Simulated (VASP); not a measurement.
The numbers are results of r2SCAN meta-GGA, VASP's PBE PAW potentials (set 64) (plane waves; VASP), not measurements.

Input for VASP

POSCAR:
```
Y
1
    3.6500000000     0.0000000000     0.0000000000
   -1.8250000000     3.1609930000     0.0000000000
    0.0000000000     0.0000000000     5.7300000000
Y
2
Direct
  0.6666670000   0.3333330000   0.7500000000
  0.3333330000   0.6666670000   0.2500000000
```

INCAR:
```
SYSTEM  =  Y
PREC  =  Accurate; ENCUT  =  480; LREAL  =  .FALSE.
LASPH  =  .TRUE.
EDIFF  =  1E-6; NELM  =  100; ALGO  =  Normal
LMAXMIX  =  4; LMIXTAU  =  .TRUE.
ISMEAR  =  1; SIGMA  =  0.1
METAGGA  =  R2SCAN
IBRION  =  2; NSW  =  60; ISIF  =  3
EDIFFG  =  -0.01
LWAVE  =  .FALSE.; LCHARG  =  .FALSE.
```

### KPOINTS
```
Automatic mesh
0
Gamma
10 10 6
0 0 0
```

POTCAR, in this order: Y_sv (PBE.64 set). Program: vasp_std.

The resulting files:

OSZICAR:
```
       N       E                     dE             d eps       ncg     rms          rms(c)
DAV:   1     0.537663431487E+02    0.53766E+02   -0.11429E+04  1680   0.135E+03
DAV:   2    -0.388528103538E+02   -0.92619E+02   -0.91558E+02  2100   0.281E+02
DAV:   3    -0.477499660849E+02   -0.88972E+01   -0.88119E+01  3228   0.496E+01
DAV:   4    -0.479569441066E+02   -0.20698E+00   -0.20697E+00  1897   0.878E+00
DAV:   5    -0.479656267991E+02   -0.86827E-02   -0.86827E-02  2399   0.122E+00    0.311E+01
DAV:   6    -0.423086031700E+02    0.56570E+01   -0.93975E+00  2080   0.151E+01    0.218E+01
DAV:   7    -0.402364712776E+02    0.20721E+01   -0.48841E+00  2905   0.121E+01    0.363E+00
DAV:   8    -0.394707854383E+02    0.76569E+00   -0.24956E+00  2872   0.108E+01    0.572E+00
DAV:   9    -0.402386736021E+02   -0.76789E+00   -0.15093E+00  1680   0.101E+01    0.464E+00
DAV:  10    -0.405263577972E+02   -0.28768E+00   -0.11377E-01  1750   0.378E+00    0.348E-01
DAV:  11    -0.405510515219E+02   -0.24694E-01   -0.78995E-02  1968   0.263E+00    0.115E+00
DAV:  12    -0.405335413440E+02    0.17510E-01   -0.93208E-03  1736   0.109E+00    0.318E-01
DAV:  13    -0.405418503121E+02   -0.83090E-02   -0.74747E-03  1820   0.826E-01    0.409E-01
DAV:  14    -0.405372502321E+02    0.46001E-02   -0.16152E-03  1729   0.417E-01    0.149E-01
DAV:  15    -0.405398079140E+02   -0.25577E-02   -0.15981E-03  1890   0.390E-01    0.816E-02
DAV:  16    -0.405401303578E+02   -0.32244E-03   -0.11853E-04  2219   0.115E-01    0.480E-02
DAV:  17    -0.405401007134E+02    0.29644E-04   -0.71249E-05  2647   0.726E-02    0.300E-02
DAV:  18    -0.405400938332E+02    0.68802E-05   -0.26590E-05  1785   0.451E-02    0.272E-02
DAV:  19    -0.405400910184E+02    0.28148E-05   -0.16592E-05  1766   0.411E-02    0.185E-02
DAV:  20    -0.405401018783E+02   -0.10860E-04   -0.34194E-06  1725   0.170E-02    0.842E-03
DAV:  21    -0.405400953598E+02    0.65185E-05   -0.71323E-07   980   0.928E-03    0.407E-03
DAV:  22    -0.405400950506E+02    0.30921E-06   -0.23355E-07   882   0.498E-03
   1 F= -.40540095E+02 E0= -.40540595E+02  d E =-.405401E+02
       N       E                     dE             d eps       ncg     rms          rms(c)
DAV:   1    -0.405770290885E+02   -0.36934E-01   -0.12898E+00  1911   0.908E+00    0.127E+00
DAV:   2    -0.405491046918E+02    0.27924E-01   -0.92095E-02  1826   0.231E+00    0.645E-01
DAV:   3    -0.405435224095E+02    0.55823E-02   -0.59526E-02  2387   0.158E+00    0.403E-01
DAV:   4    -0.405430543427E+02    0.46807E-03   -0.54375E-03  2198   0.551E-01    0.283E-01
DAV:   5    -0.405441635020E+02   -0.11092E-02   -0.13126E-03  1750   0.341E-01    0.111E-01
DAV:   6    -0.405441516650E+02    0.11837E-04   -0.12957E-03  1715   0.365E-01    0.380E-02
DAV:   7    -0.405441906140E+02   -0.38949E-04   -0.82162E-04  2588   0.244E-01    0.516E-02
DAV:   8    -0.405440416897E+02    0.14892E-03   -0.12000E-04  1712   0.117E-01    0.340E-02
DAV:   9    -0.405441634242E+02   -0.12173E-03   -0.88395E-05  1704   0.992E-02    0.115E-02
DAV:  10    -0.405441419462E+02    0.21478E-04   -0.83068E-06  1979   0.286E-02    0.492E-03
DAV:  11    -0.405441531191E+02   -0.11173E-04   -0.10702E-06  1085   0.107E-02    0.211E-03
DAV:  12    -0.405441510556E+02    0.20635E-05   -0.40836E-07   861   0.598E-03    0.115E-03
DAV:  13    -0.405441526594E+02   -0.16038E-05   -0.20454E-07   861   0.486E-03    0.530E-04
DAV:  14    -0.405441509567E+02    0.17027E-05   -0.35872E-08   861   0.190E-03    0.640E-04
DAV:  15    -0.405441512405E+02   -0.28382E-06   -0.12549E-08   861   0.962E-04
   2 F= -.40544151E+02 E0= -.40544661E+02  d E =-.405619E-02
       N       E                     dE             d eps       ncg     rms          rms(c)
DAV:   1    -0.405444405078E+02   -0.28955E-03   -0.10314E-02  1890   0.815E-01    0.113E-01
DAV:   2    -0.405442202777E+02    0.22023E-03   -0.72096E-04  1841   0.205E-01    0.572E-02
DAV:   3    -0.405442006646E+02    0.19613E-04   -0.44720E-04  2428   0.139E-01    0.349E-02
DAV:   4    -0.405441736481E+02    0.27016E-04   -0.44101E-05  2172   0.493E-02    0.244E-02
DAV:   5    -0.405441902415E+02   -0.16593E-04   -0.91141E-06  1771   0.279E-02    0.974E-03
DAV:   6    -0.405441650542E+02    0.25187E-04   -0.86747E-06  1748   0.298E-02    0.320E-03
DAV:   7    -0.405441830414E+02   -0.17987E-04   -0.54308E-06  1792   0.205E-02    0.404E-03
DAV:   8    -0.405441737261E+02    0.93153E-05   -0.76325E-07   847   0.889E-03    0.191E-03
DAV:   9    -0.405441807457E+02   -0.70196E-05   -0.47519E-07   840   0.724E-03    0.325E-04
DAV:  10    -0.405441779886E+02    0.27572E-05   -0.10468E-07   840   0.307E-03    0.431E-04
DAV:  11    -0.405441786113E+02   -0.62276E-06   -0.24050E-08   840   0.113E-03
   3 F= -.40544179E+02 E0= -.40544688E+02  d E =-.408356E-02
       N       E                     dE             d eps       ncg     rms          rms(c)
DAV:   1    -0.405477629238E+02   -0.35849E-02   -0.12471E-01  1792   0.287E+00    0.373E-01
DAV:   2    -0.405453578091E+02    0.24051E-02   -0.11532E-02  1936   0.770E-01    0.238E-01
DAV:   3    -0.405444011584E+02    0.95665E-03   -0.72398E-03  2809   0.562E-01    0.128E-01
DAV:   4    -0.405443755331E+02    0.25625E-04   -0.10099E-03  1876   0.281E-01    0.949E-02
DAV:   5    -0.405441105533E+02    0.26498E-03   -0.16505E-03  1680   0.400E-01    0.785E-02
DAV:   6    -0.405444758499E+02   -0.36530E-03   -0.54877E-04  1680   0.228E-01    0.343E-02
DAV:   7    -0.405444677032E+02    0.81466E-05   -0.81449E-05  2275   0.803E-02    0.255E-02
DAV:   8    -0.405445478819E+02   -0.80179E-04   -0.12323E-04  1680   0.126E-01    0.146E-02
DAV:   9    -0.405445010992E+02    0.46783E-04   -0.28958E-05  1680   0.645E-02    0.106E-02
DAV:  10    -0.405445077493E+02   -0.66501E-05   -0.13811E-06  1239   0.116E-02    0.950E-03
DAV:  11    -0.405445101803E+02   -0.24310E-05   -0.34831E-06  1232   0.177E-02    0.816E-04
DAV:  12    -0.405445152019E+02   -0.50216E-05   -0.38802E-07   840   0.721E-03    0.949E-04
DAV:  13    -0.405445148916E+02    0.31037E-06   -0.11072E-07   840   0.314E-03
   4 F= -.40544515E+02 E0= -.40545063E+02  d E =-.336280E-03
```

**OUTCAR**
```
------------------------ aborting loop because EDIFF is reached ----------------------------------------
  FORCE on cell =-STRESS in cart. coord.  units (eV):
  Direction    XX          YY          ZZ          XY          YZ          ZX
  --------------------------------------------------------------------------------------
  Total       -0.0032399     -0.0032399     -0.0051334      0.0000000     -0.0000000      0.0000000
  in kB       -0.0777946     -0.0777946     -0.1232601      0.0000000     -0.0000000      0.0000000
  external PRESSURE =      -0.0929498 kB  Pullay stress =       0.0000000 kB
  volume of cell :       66.73
      direct lattice vectors                 reciprocal lattice vectors
     3.684374377  0.000000000  0.000000000     0.271416501  0.156702376 -0.000000000
    -1.842187188  3.190762091  0.000000000     0.000000000  0.313404751 -0.000000000
     0.000000000  0.000000000  5.675945130    -0.000000000 -0.000000000  0.176182112
 POSITION                                       TOTAL-FORCE (eV/Angst)
 -----------------------------------------------------------------------------------
      1.84219      1.06359      4.25696        -0.000000     -0.000000      0.000000
     -0.00000      2.12718      1.41899         0.000000      0.000000      0.000000
 -----------------------------------------------------------------------------------
    total drift:                               -0.001112      0.000642     -0.000327
  FREE ENERGIE OF THE ION-ELECTRON SYSTEM (eV)
  ---------------------------------------------------
  free  energy   TOTEN  =       -40.5445148916 eV

  energy  without entropy=      -40.5461597032  energy(sigma->0) =      -40.54506316

 reached required accuracy - stopping structural energy minimisation
```
(Selected blocks of OUTCAR.)

CONTCAR:
```
Y
   1.00000000000000
     3.6843743768749886    0.0000000000000000    0.0000000000000000
    -1.8421871884374943    3.1907620914036756    0.0000000000000000
     0.0000000000000000    0.0000000000000000    5.6759451302772286
  Y
     2
Direct
     0.6666669999999968    0.3333330000000032    0.7500000000000000
     0.3333330000000032    0.6666669999999968    0.2500000000000000
```

**OUTCAR**
```
 val. band max:        2.9198469606   @ k =   0.2000   0.1000   0.3333

 cond. band min:       2.9447580619   @ k =   0.3000   0.3000   0.5000


 Fermi energy:         2.9371961893

 k-point     1 :       0.0000    0.0000    0.0000
  band No.  band energies     occupation
      1     -41.2599      2.00000
      2     -41.1800      2.00000
      3     -20.8974      2.00000
      4     -20.4106      2.00000
      5     -20.4105      2.00000
      6     -20.3155      2.00000
      7     -20.3155      2.00000
      8     -20.2823      2.00000
      9      -1.9326      2.00000
     10       1.1167      2.00000
     11       3.7844     -0.00000
     12       4.9020     -0.00000
     13       4.9020     -0.00000
     14       5.3914      0.00000
     15       5.5926      0.00000

 k-point     2 :       0.1000    0.0000    0.0000
  band No.  band energies     occupation
      1     -41.2550      2.00000
      2     -41.1786      2.00000
      3     -20.8796      2.00000
      4     -20.4441      2.00000
      5     -20.4224      2.00000
      6     -20.3508      2.00000
      7     -20.3193      2.00000
      8     -20.2913      2.00000
      9      -1.7197      2.00000
     10       1.3072      2.00000
     11       3.5899     -0.00000
     12       4.4205     -0.00000
     13       5.1004      0.00000
     14       5.3563      0.00000
     15       5.7256      0.00000

 k-point     3 :       0.2000    0.0000    0.0000
  band No.  band energies     occupation
      1     -41.2417      2.00000
      2     -41.1753      2.00000
      3     -20.8294      2.00000
      4     -20.5325      2.00000
      5     -20.4521      2.00000
      6     -20.4403      2.00000
      7     -20.3304      2.00000
      8     -20.3182      2.00000
      9      -1.1195      2.00000
     10       1.7801      2.00000
     11       3.1356     -0.01685
     12       3.6964     -0.00000
     13       4.9038     -0.00000
     14       5.2296      0.00000
     15       5.3361      0.00000
...
```

The compound is Y in the hcp structure. This run relaxes it. Symmetry was kept, so distortions that lower it aren't found.
